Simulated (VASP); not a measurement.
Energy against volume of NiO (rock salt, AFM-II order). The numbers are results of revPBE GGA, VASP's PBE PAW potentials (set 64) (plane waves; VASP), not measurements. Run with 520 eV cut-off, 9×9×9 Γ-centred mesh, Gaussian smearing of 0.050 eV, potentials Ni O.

```json
[
 {"V (Å³/atom)": "9.153", "E (eV/atom)": "-5.49694"},
 {"V (Å³/atom)": "9.436", "E (eV/atom)": "-5.50242"},
 {"V (Å³/atom)": "9.719", "E (eV/atom)": "-5.49837"},
 {"V (Å³/atom)": "10.003", "E (eV/atom)": "-5.48622"}
]
```

### Question
Fit these four points and predict the energy of the run at 8.870 Å³/atom.

### Answer
A cubic in V^(−2/3), the third-order Birch-Murnaghan form, passes through the four points with V0 = 9.45 Å³/atom and B0 = 178 GPa, and gives -5.4802 eV/atom there. The run gave -5.4801 eV/atom, +0.1 meV/atom from the fit; all five points give B0 = 179 GPa.

The compound is NiO in the rock salt, AFM-II order structure. It was relaxed first.
